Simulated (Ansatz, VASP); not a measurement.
# SiNi in two plane-wave programs

Wanted: the spread between two codes on one cell, functional and k mesh. Of the first pair: The structure shown is the start of the Ansatz relaxation below; VASP solves that cell, so the two are compared at the walk's first step.

Calculated with Ansatz 0.2.0; plane waves, with VASP 6.6.1 beside it; LDA.

**1. Starting point**

Symmetry: Pnma, No. 62, orthorhombic system. The conventional cell has a = 5.009 Å, b = 3.315 Å, c = 5.437 Å, α = 90.00°, β = 90.00°, γ = 90.00°. Si has 6 Ni at 2.23 to 2.34 Å nearest. Nearest to Ni lie 6 Si at 2.23 to 2.34 Å. Farther neighbours are not listed.

**2. Ansatz: relaxation, LDA**

Ansatz runs on its PAW soft_1 files.

The two programs are compared at the cell with which this relaxation starts, whose forces are those of its first step.

File input.yaml:

```yaml
crystal:
  lattice:
    - [5.0093181283, 0.0, 0.0]
    - [0.0, 3.3153664104, 0.0]
    - [0.0, 0.0, 5.4365768537]
  atoms:
    - { symbol: Si, position: [0.3200784543, 0.75, 0.0873393153] }
    - { symbol: Si, position: [0.1799215457, 0.25, 0.5873393153] }
    - { symbol: Si, position: [0.8200784543, 0.75, 0.4126606847] }
    - { symbol: Si, position: [0.6799215457, 0.25, 0.9126606847] }
    - { symbol: Ni, position: [0.0091441854, 0.25, 0.1878718132] }
    - { symbol: Ni, position: [0.4908558146, 0.75, 0.6878718132] }
    - { symbol: Ni, position: [0.5091441854, 0.25, 0.3121281868] }
    - { symbol: Ni, position: [0.9908558146, 0.75, 0.8121281868] }
kpoints:
  mp_grid: { grid: [8, 12, 8] }
hamiltonian:
  xc: lda
  pseudopotentials: { kind: paw, azcp: { folder: soft_1 }, xc_functional: pbe }
scf:
  occupations: { method: methfessel_paxton, width: 0.2 }
output:
  forces: true
  stress: true
  eigenvalues: true
relax:
  adjacent_minimum: "off"
  f_tol: 0.001
  max_steps: 60
  cell: { stress_tol: 0.01, fix: [volume] }
```

Launch:

```sh
$ ansatz run input.yaml --threads 8 --pin off --max-ram 16384MiB --backend cpu --events-out ev --progress --plain --runs-dir out
```

Numbers of over 12 decimals in the logs are rounded to 6 here.

The log of the run:

```text
Engine: ansatz 0.2.0, aarch64-unknown-linux-gnu
Pseudopotentials: kind: paw
Pseudopotential: Si, paw, valence charge 4, recommended cutoff 420 eV (normal), soft_1/Si.paw.azcp
Pseudopotential: Ni, paw, valence charge 18, recommended cutoff 420 eV (normal), soft_1/Ni.paw.azcp
Functional definition: SPW92
  exchange = slater_x
  correlation = pw_c
Crystal: 8 atoms, lattice volume = 90.289 Å³
Basis set: ecut = 420 eV, 1769 PW (Γ)
Bands: 53, of which v1, the nominal top of the filled ones, is band 44 counted from 1 (43 counted from 0)
Symmetry: 8 space group operations
Space group: Pnma (ITA 62), of the structure as read, at distance tolerance 4.5e-5 Å
k-points: 175 of 768
Non-local potential: Si, projectors of the file, l = 0: 2, l = 1: 2, l = 2: 1
Non-local potential: Ni, projectors of the file, l = 0: 3, l = 1: 2, l = 2: 3, l = 3: 1
PAW form: soft (Blöchl's): semilocal exchange-correlation on the pseudo side does not see the compensation charge
PAW frozen core: Si, regenerated for the run's functional, and the local potential with it (the file was generated under x = pbe(κ = 0.804, μ = 0.219515), c = pbe(β = 0.066725))
PAW frozen core: Ni, regenerated for the run's functional, and the local potential with it (the file was generated under x = pbe(κ = 0.804, μ = 0.219515), c = pbe(β = 0.066725))
PAW one-centre angular grid: Si, 110 points (default); XC on 64 Gauss nodes
PAW one-centre angular grid: Ni, 590 points (default); XC on 64 Gauss nodes
Initial density: superposition of atomic densities (chi_scale 0.1, normalization cell, long waves kept (reshape's long-wave potential 0.00 eV rms))
Initial wavefunctions: pseudopotential atomic-orbital guess
Functional: x = slater, c = lda
SCF iter   1: F=—  HF=-25534.651030 eV  |F-HF|=—  |Δ(HF+E_count)|=         —  Δρ=7.25e-2  dr2=6.17e0  ethr=3.10e-3  ⟨swp⟩=7.3  Hψ=36994  notcnv=0
preconditioner: auto → Kerker (q_TF=auto, 2.717 Å⁻¹)  [metal: Δε(μ)=0.028 eV  Ē_g=7.951 eV  σ=0.200 eV  W_gap=0.12  n_scr=34 (ndim 8)  ℏωp=29.2 eV  f_vac=0.000  D(μ)=1.49/eV (n_scr^D=8)]
SCF iter   2: F=—  HF=-25533.675596 eV  |F-HF|=—  |Δ(HF+E_count)|=   9.75e-1  S|Δr|=    0.00e0  Δρ=3.61e-2  dr2=1.93e0  ethr=3.10e-3  ⟨swp⟩=2.0  Hψ=11713  notcnv=0  defer=428
SCF iter   3: F=—  HF=-25533.090286 eV  |F-HF|=—  |Δ(HF+E_count)|=   5.85e-1  S|Δr|=    0.00e0  Δρ=2.04e-2  dr2=3.86e-1  ethr=2.19e-3  ⟨swp⟩=2.1  Hψ=14760  notcnv=0  defer=428
SCF iter   4: F=—  HF=-25533.022629 eV  |F-HF|=—  |Δ(HF+E_count)|=   6.77e-2  S|Δr|=    0.00e0  Δρ=5.80e-3  dr2=1.74e-2  ethr=4.39e-4  ⟨swp⟩=2.7  Hψ=15494  notcnv=0  defer=411
SCF iter   5: F=—  HF=-25533.022290 eV  |F-HF|=—  |Δ(HF+E_count)|=   3.39e-4  S|Δr|=    0.00e0  Δρ=1.07e-3  dr2=1.04e-3  ethr=1.98e-5  ⟨swp⟩=2.5  Hψ=17097  notcnv=0  defer=391
SCF iter   6: F=—  HF=-25533.022539 eV  |F-HF|=—  |Δ(HF+E_count)|=   2.50e-4  S|Δr|=    0.00e0  Δρ=4.78e-4  dr2=1.84e-4  ethr=1.18e-6  ⟨swp⟩=2.4  Hψ=15106  notcnv=0  defer=391
SCF iter   7: F=—  HF=-25533.022534 eV  |F-HF|=—  |Δ(HF+E_count)|=   5.55e-6  S|Δr|=    0.00e0  Δρ=8.88e-5  dr2=7.25e-6  ethr=2.10e-7  ⟨swp⟩=2.5  Hψ=15020  notcnv=0  defer=391
SCF iter   8: F=—  HF=-25533.022555 eV  |F-HF|=—  |Δ(HF+E_count)|=   2.15e-5  S|Δr|=    0.00e0  Δρ=2.39e-5  dr2=4.34e-7  ethr=8.23e-9  ⟨swp⟩=2.4  Hψ=14009  notcnv=0  defer=391
SCF iter   9: F=-25533.022555 eV  HF=-25533.022555 eV  |F-HF|=9.58e-9  |Δ(HF+E_count)|=   1.42e-7  S|Δr|=    0.00e0  Δρ=3.87e-6  dr2=1.12e-8  ethr=1.14e-10  ⟨swp⟩=10.8  Hψ=42818  notcnv=0
SCF 1 converged in 9 iterations: F = -25533.022555 eV  dr2 = 1.12e-8
  greatest PAW one-centre occupation: 1.001 electrons in one spin orbital (limit 2), on the Ni atom at site 6 (counted from 0), in its partial waves of l = 1
relax step   1: F+E_penalty+E_count = -25533.02255527 eV  Δ(F+E_penalty+E_count) = +0.000e0 eV  max|allowed force component| = 4.577e-2 eV/Å  Δτ_max = 0.0000 Å  P = +4.368 GPa  Ω = 90.289 Å³  fix = [volume]  reactions: volume +4.368 GPa  (9 SCF iters, dr2 threshold 1.00e-7 eV, accepted)
[...]
relax step   5: F+E_penalty+E_count = -25533.02415825 eV  Δ(F+E_penalty+E_count) = -1.187e-6 eV  max|allowed force component| = 1.770e-4 eV/Å  Δτ_max = 0.0003 Å  P = +4.081 GPa  Ω = 90.289 Å³  fix = [volume]  reactions: volume +4.081 GPa  (5 SCF iters, dr2 threshold 1.41e-10 eV, accepted)
[...]
relax step   6: F+E_penalty+E_count = -25533.02415764 eV  Δ(F+E_penalty+E_count) = +6.140e-7 eV  max|allowed force component| = 1.723e-4 eV/Å  Δτ_max = 0.0000 Å  P = +4.081 GPa  Ω = 90.289 Å³  fix = [volume]  reactions: volume +4.081 GPa  stress off target by 8.32e-4 GPa on what of the cell is left free  SCF on the basis re-selected at this cell (its energy is not comparable with the rows above)  (7 SCF iters)
basis re-selected at this cell: Δ(F+E_penalty+E_count) = +6.140e-7 eV, ΔP = -0.000 GPa vs the last step (what re-selecting the basis moved, of the pressure what is left beyond the Pulay correction that the steps carried, after the strain that the cell walked since its last selection, with what the two solves' SCF thresholds leave and, on support functions, any second-order correction that the steps lacked; it is no m [...]
SCF converged after 7 iterations
Stability not checked: this state was not tested for a lower state beside it, because cold or Methfessel-Paxton smearing, or corrected tetrahedra, fill the levels in a way that the test cannot read (fill_not_monotonic; see scf.lower_state_search)
Free energy (F): -25533.024158 eV
Harris-Foulkes:  -25533.024158 eV  (|F-HF|=1.46e-11)
Internal energy: -25533.026136 eV  (E = F + TS)
E sigma→0 (E₀):  -25533.024652 eV
Entropy (-TS):   0.001978 eV (0.247 meV/atom)
Fermi energy:    15.671185 eV
--- Per-component energies (eV) ---
  E_band       = -1229.572745
  E_kinetic    = 1559.074503
  E_local      = -14692.343710  (includes V_loc(G=0)·N_el)
  E_nonlocal   = -363.499803
  E_hartree    = 7730.861636
  E_xc         = -688.924784
  E_vxc        = -795.440637  (∫ρ·V_xc dr)
  E_paw        = -8297.732782  (= ΣΔE_a)
  E_vpaw       = -2399.089588  (= ΣTr[D̂ρ^β])
  E_aug_tail   = 0.003363  (compensation charges beyond the density's cutoff)
  E_ewald      = -10782.538366
  E_core_change = 2.073808  (= ΣΔE_core)
  E_smearing   = 0.001978  (= −TS)
  E_closure    = 0.000000  (closes the sum)
  Σ components = -25533.024158   (vs F -25533.024158, Δ=0.00e0)
--- Forces (eV/Å), atoms counted from 1 ---
  atom   1  Si     0.00012345     0.00000000     0.00014996
  atom   2  Si    -0.00012345     0.00000000     0.00014996
  atom   3  Si     0.00012345     0.00000000    -0.00014996
  atom   4  Si    -0.00012345     0.00000000    -0.00014996
  atom   5  Ni     0.00017234     0.00000000     0.00016850
  atom   6  Ni    -0.00017234     0.00000000     0.00016850
  atom   7  Ni     0.00017234     0.00000000    -0.00016850
  atom   8  Ni    -0.00017234     0.00000000    -0.00016850
  max |Σ_I F_I| component: 2.17e-19 eV/Å
--- Stress (GPa, compression-positive) ---
        4.080484       0.000000       0.000000
        0.000000       4.081692       0.000000
        0.000000       0.000000       4.080406
  P = ⅓ Tr σ = 4.0809 GPa (40.809 kbar)
--- Band table (eV; the first three rows and the last of 175) ---
  k-point 0: bands = [... 40 lower, 13.7980, 14.1794, 14.4492, 14.6871, 16.3648, 17.2146, 19.0723, 19.4973, ... 5 higher]
  k-point 1: bands = [... 40 lower, 13.9312, 14.3878, 14.4799, 14.6507, 16.5166, 17.4262, 18.6956, 19.7532, ... 5 higher]
  k-point 2: bands = [... 40 lower, 14.1472, 14.1646, 14.6932, 15.0570, 16.7640, 17.9591, 18.0104, 19.3981, ... 5 higher]
  k-point 174: bands = [... 40 lower, 13.5684, 13.5684, 13.5684, 13.5684, 18.4594, 18.4594, 18.4594, 18.4594, ... 5 higher]
--- Relaxed structure (5 steps of the walk, 5 accepted, 1 SCFs on fresh bases) ---
  F+E_penalty+E_count = -25533.02415764 eV   max|allowed force component| = 1.723e-4 eV/Å   (the final SCF, on the basis selected at the relaxed cell)
  cell:  # Å, volume = 90.2892 Å³
    - [5.009282, 0.0, 0.0]
    - [0.0, 3.324103, 0.0]
    - [0.0, 0.0, 5.422327]
  atoms:
    - { symbol: Si, position: [0.321246, 0.750000, 0.088353] }
    - { symbol: Si, position: [0.178754, 0.25, 0.588353] }
    - { symbol: Si, position: [0.821246, 0.750000, 0.411647] }
    - { symbol: Si, position: [0.678754, 0.25, 0.911647] }
    - { symbol: Ni, position: [0.010046, 0.25, 0.186801] }
    - { symbol: Ni, position: [0.489954, 0.750000, 0.686801] }
    - { symbol: Ni, position: [0.510046, 0.25, 0.313199] }
    - { symbol: Ni, position: [0.989954, 0.750000, 0.813199] }
```

**3. VASP: single point, LDA, start cell, pair 1**

The same cell, functional (in two slightly different forms), mesh and smearing now go to VASP, with its own data sets.

Lines of VASP's logs that name or quote its potential files are left out, and so is its time.

File INCAR:

```
SYSTEM = SiNi
PREC = Accurate
ENCUT = 520
EDIFF = 1E-06
NELM = 120
ISMEAR = 1
SIGMA = 0.2
LREAL = .FALSE.
ALGO = Normal
GGA = PW92
NBANDS = 36
LASPH = .TRUE.
LORBIT = 11
LWAVE = .FALSE.
LCHARG = .FALSE.
ISIF = 2
GGA_COMPAT = .FALSE.
KPAR = 2
```

File POSCAR:

```
SiNi
1.0
    5.0093180000      0.0000000000      0.0000000000
    0.0000000000      3.3153660000      0.0000000000
    0.0000000000      0.0000000000      5.4365770000
Si Ni
4 4
Direct
    0.3200785017      0.7500001508      0.0873393313
    0.1799214983      0.2500001508      0.5873393313
    0.8200785017      0.7500001508      0.4126607606
    0.6799214983      0.2500001508      0.9126607606
    0.0091441589      0.2500001508      0.1878718907
    0.4908558411      0.7500001508      0.6878718907
    0.5091441589      0.2500001508      0.3121282013
    0.9908558411      0.7500001508      0.8121282013
```

File KPOINTS:

```
Automatic mesh
0
Gamma
8 12 8
0 0 0
```

The projector-augmented-wave data sets are Si and Ni (LDA family, release 64).

Launch:

```sh
$ mpirun -np 2 vasp_std
```

The log of the run:

```text
[banner, memory and clock lines left out]
running    2 mpi-ranks, on    1 nodes
 distrk:  each k-point on    1 cores,    2 groups
 distr:  one band on    1 cores,    1 groups

 POSCAR found type information on POSCAR SiNi
 POSCAR found :  2 types and       8 ions
|                                                                             |
|               ----> ADVICE to this user running VASP <----                  |
|                                                                             |
|     You enforced a specific xc type in the INCAR file but a different       |
|     [... a line on the potential file left out ...]
|     I HOPE YOU KNOW WHAT YOU ARE DOING!                                     |
|                                                                             |

 LDA part: xc-table for (Slater(with rela. corr.)+PW92), standard interpolation
 POSCAR, INCAR and KPOINTS ok, starting setup
 FFT: planning ... GRIDC
 FFT: planning ... GRID_SOFT
 FFT: planning ... GRID
 WAVECAR not read
 entering main loop
       N       E                     dE             d eps       ncg     rms          rms(c)
DAV:   1     0.374592747807E+03    0.37459E+03   -0.24638E+04 12600   0.188E+03
DAV:   2    -0.283319176874E+02   -0.40292E+03   -0.38956E+03 12604   0.387E+02
DAV:   3    -0.608341521390E+02   -0.32502E+02   -0.31499E+02 13704   0.133E+02
DAV:   4    -0.620749949395E+02   -0.12408E+01   -0.12306E+01 15668   0.237E+01
DAV:   5    -0.621147447304E+02   -0.39750E-01   -0.39718E-01 15616   0.408E+00    0.290E+01
DAV:   6    -0.690524277065E+02   -0.69377E+01   -0.14386E+02 14508   0.177E+02    0.332E+01
DAV:   7    -0.549105715271E+02    0.14142E+02   -0.45553E+01 14584   0.112E+02    0.638E+00
DAV:   8    -0.551904354433E+02   -0.27986E+00   -0.64360E+00 18608   0.180E+01    0.426E+00
DAV:   9    -0.550249804284E+02    0.16546E+00   -0.66901E-01 14652   0.117E+01    0.783E-01
DAV:  10    -0.550232620359E+02    0.17184E-02   -0.34969E-02 14680   0.174E+00    0.460E-01
DAV:  11    -0.550214902303E+02    0.17718E-02   -0.46754E-03 19532   0.835E-01    0.139E-01
DAV:  12    -0.550214195786E+02    0.70652E-04   -0.35255E-04 14680   0.138E-01    0.770E-02
DAV:  13    -0.550213817226E+02    0.37856E-04   -0.59923E-05 19468   0.839E-02    0.361E-02
DAV:  14    -0.550213784610E+02    0.32616E-05   -0.25314E-05 18952   0.297E-02    0.610E-03
DAV:  15    -0.550213783048E+02    0.15614E-06   -0.21375E-06  8756   0.206E-02
   1 F= -.55021378E+02 E0= -.55022177E+02  d E =0.239509E-02
```

From OUTCAR (step 3):

```text
ion  position               nearest neighbor table
   1  0.320  0.750  0.087-   8 2.23   7 2.27   7 2.27   6 2.33   5 2.34   5 2.34   4 2.63   4 2.63
                             3 3.07   3 3.07
   2  0.180  0.250  0.587-   7 2.23   8 2.27   8 2.27   5 2.33   6 2.34   6 2.34   3 2.63   3 2.63
                             4 3.07   4 3.07
   3  0.820  0.750  0.413-   6 2.23   5 2.27   5 2.27   8 2.33   7 2.34   7 2.34   2 2.63   2 2.63
                             1 3.07   1 3.07
   4  0.680  0.250  0.913-   5 2.23   6 2.27   6 2.27   7 2.33   8 2.34   8 2.34   1 2.63   1 2.63
                             2 3.07   2 3.07
   5  0.009  0.250  0.188-   4 2.23   3 2.27   3 2.27   2 2.33   1 2.34   1 2.34   7 2.59   7 2.59
                             8 2.63   8 2.63
   6  0.491  0.750  0.688-   3 2.23   4 2.27   4 2.27   1 2.33   2 2.34   2 2.34   8 2.59   8 2.59
                             7 2.63   7 2.63
   7  0.509  0.250  0.312-   2 2.23   1 2.27   1 2.27   4 2.33   3 2.34   3 2.34   5 2.59   5 2.59
                             6 2.63   6 2.63
   8  0.991  0.750  0.812-   1 2.23   2 2.27   2 2.27   3 2.33   4 2.34   4 2.34   6 2.59   6 2.59
                             5 2.63   5 2.63

  LATTYP: Found a simple orthorhombic cell.
 ALAT       =     3.3153660000
 B/A-ratio  =     1.5109396670
 C/A-ratio  =     1.6398120147

 Subroutine GETGRP returns: Found  8 space group operations
 (whereof  2 operations were pure point group operations)

The static configuration has the point symmetry S_2 .
 The point group associated with its full space group is D_2h.

 Found    175 irreducible k-points:

   k-points           NKPTS =    175   k-points in BZ     NKDIM =    175   number of bands    NBANDS=     36

   dimension x,y,z NGX =    40 NGY =   28 NGZ =   40
   dimension x,y,z NGXF=    80 NGYF=   56 NGZF=   80

   ENCUT  =  520.0 eV  38.22 Ry    6.18 a.u.   9.31  6.16 10.11*2*pi/ulx,y,z

   NELECT =      56.0000    total number of electrons

 k-points in reciprocal lattice and weights: Automatic mesh
   0.00000000  0.00000000  0.00000000       0.001
   0.12500000  0.00000000  0.00000000       0.003
   0.25000000  0.00000000  0.00000000       0.003
   0.37500000  0.00000000  0.00000000       0.003
   0.50000000  0.00000000  0.00000000       0.001
   0.00000000  0.08333333  0.00000000       0.003
   0.12500000  0.08333333  0.00000000       0.005
   0.25000000  0.08333333  0.00000000       0.005
   0.37500000  0.08333333  0.00000000       0.005
[...]
0.37500000  0.50000000  0.50000000       0.003
   0.50000000  0.50000000  0.50000000       0.001

 average (electrostatic) potential at core
       1 -79.9245       2 -79.9245       3 -79.9245       4 -79.9245       5 -80.7249
       6 -80.7249       7 -80.7249       8 -80.7249

 E-fermi :  11.3815

 k-point     1 :       0.0000    0.0000    0.0000
  band No.  band energies     occupation
    ...
     24       9.1669      2.00000
     25       9.4547      2.00000
     26       9.9708      2.00000
     27      10.1359      2.00000
     28      10.3669      2.00000
     29      12.0893     -0.00001
     30      12.9144     -0.00000
     31      14.8384     -0.00000
     32      15.2547     -0.00000
     33      15.5026      0.00000
    ...

 k-point     2 :       0.1250    0.0000    0.0000
  band No.  band energies     occupation
    ...
     24       9.1747      2.00000
     25       9.4028      2.00000
     26      10.0177      2.00000
     27      10.2297      2.00000
     28      10.4024      2.00000
     29      12.5741     -0.00000
     30      13.1179     -0.00000
     31      14.6449     -0.00000
     32      15.3622     -0.00000
     33      15.5035      0.00000
    ...

 k-point     3 :       0.2500    0.0000    0.0000
  band No.  band energies     occupation
    ...
     24       9.1770      2.00000
     25       9.3075      2.00000
     26       9.7326      2.00000
     27      10.7470      2.00007
     28      10.8107      2.00041
     29      13.5765     -0.00000
     30      13.6779     -0.00000
     31      14.0597     -0.00000
     32      15.4198      0.00000
     33      15.6491      0.00000
    ...

  Total        2.6257633      2.4976902      2.5261668      0.0000000      0.0000000      0.0000000
  in kB       46.5940568     44.3214053     44.8267223      0.0000000      0.0000000      0.0000000
  external PRESSURE =      45.2473948 kB  Pullay stress =       0.0000000 kB

  energy-cutoff  :      520.00
  volume of cell :       90.29
      direct lattice vectors                 reciprocal lattice vectors
     5.009318000  0.000000000  0.000000000     0.199627973  0.000000000  0.000000000
     0.000000000  3.315366000  0.000000000     0.000000000  0.301625824  0.000000000
     0.000000000  0.000000000  5.436577000     0.000000000  0.000000000  0.183939269

 POSITION                                       TOTAL-FORCE (eV/Angst)
 -----------------------------------------------------------------------------------
      1.60337      2.48652      0.47483         0.036452      0.000000      0.023505
      0.90128      0.82884      3.19312        -0.036452     -0.000000      0.023505
      4.10803      2.48652      2.24346         0.036452      0.000000     -0.023505
      3.40594      0.82884      4.96175        -0.036452      0.000000     -0.023505
      0.04581      0.82884      1.02138         0.051344      0.000000     -0.052467
      2.45885      2.48652      3.73967        -0.051344      0.000000     -0.052467
      2.55046      0.82884      1.69691         0.051344      0.000000      0.052467
      4.96351      2.48652      4.41520        -0.051344      0.000000      0.052467
 -----------------------------------------------------------------------------------
    total drift:                               -0.000006     -0.000032     -0.000007

  FREE ENERGIE OF THE ION-ELECTRON SYSTEM (eV)
  ---------------------------------------------------
  free  energy   TOTEN  =       -55.0213783048 eV

  energy  without entropy=      -55.0237733924  energy(sigma->0) =      -55.02217667

 total charge
# of ion       s       p       d       tot
------------------------------------------
    1        0.767   0.898   0.000   1.665
    2        0.767   0.898   0.000   1.665
    3        0.767   0.898   0.000   1.665
    4        0.767   0.898   0.000   1.665
    5        0.538   0.726   8.512   9.776
    6        0.538   0.726   8.512   9.776
    7        0.538   0.726   8.512   9.776
    8        0.538   0.726   8.512   9.776
--------------------------------------------------
tot          5.220   6.495  34.050  45.765

[... 3 further parts left out ...]
```

This run has no spin polarisation, so a moment on Ni, if there is one, isn't seen.

**4. Differences**

Known differences besides the potentials themselves: the data sets hold 88 valence electrons in Ansatz (on its PAW soft_1 files) and 56 in VASP; the cutoff is 420 eV in Ansatz and 520 eV in VASP; VASP's log shows a relativistic correction to its local exchange, Ansatz's none. Total energies have different zeros and are not compared.

Forces (eV/Å; atoms numbered as in POSCAR):

```
atom         Ansatz x, y, z           VASP x, y, z
 Si1    0.037, 0.000, 0.021    0.036, 0.000, 0.024
 Si2   -0.037, 0.000, 0.021   -0.036, 0.000, 0.024
 Si3   0.037, 0.000, -0.021   0.036, 0.000, -0.024
 Si4  -0.037, 0.000, -0.021  -0.036, 0.000, -0.024
 Ni5   0.037, 0.000, -0.046   0.051, 0.000, -0.052
 Ni6  -0.037, 0.000, -0.046  -0.051, 0.000, -0.052
 Ni7    0.037, 0.000, 0.046    0.051, 0.000, 0.052
 Ni8   -0.037, 0.000, 0.046   -0.051, 0.000, 0.052
```

The forces differ by 6.6 meV/Å r.m.s., which is 18.8 % of the r.m.s. force of 0.035 eV/Å (both taken over all components).

**5. Ansatz: relaxation, LDA**

This run makes the geometry at which the two programs are then compared.

The structure compared here is the end of the Ansatz relaxation.

This is the run of step 2 again, met here at its other cell.

(Part 1 of 2 ends here.)

[Lines on the potential files, build, host, timing and source positions are cut from VASP's logs without a mark.]

[Logs are printed without paths, hosts, clocks, repeated set-up lines and the standing remarks that a program may print on its own settings, such as how far it seeks lower states.]

[Hosts, paths, dates, database ids (printed as entryN), source tags and the programs' standing remarks are cut or masked in the printed files.]
